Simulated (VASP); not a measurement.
KAl:

```xyz
2
Lattice="4.1269 0.0000 0.0000 0.0000 4.1269 0.0000 0.0000 0.0000 4.1269" Properties=species:S:1:pos:R:3 pbc="T T T"
K     2.0635    2.0635    2.0635
Al    0.0000    0.0000    0.0000
```

The cell was built by a generator and needn't be a form met in nature.

Base run:

- Program: VASP 6.6.1
- Functional: r2SCAN
- Potentials or basis: VASP PAW PBE potentials, release 64 (K_sv, Al)
- Cutoff: 520 eV
- k mesh: 7 × 7 × 7
- Occupations: fermi-dirac, width 0.05 eV
- Spin: no spin polarisation

Its results: pressure -0.2 GPa.

Problem. The run is repeated on the same cell with these changes: functional from r2SCAN to revPBE. What comes out?

Solution. Pressure 0.7 GPa.

Caveats: the PAW data sets were made with another functional, which shifts forces and pressure a little.

Not every run made on this cell is shown here.
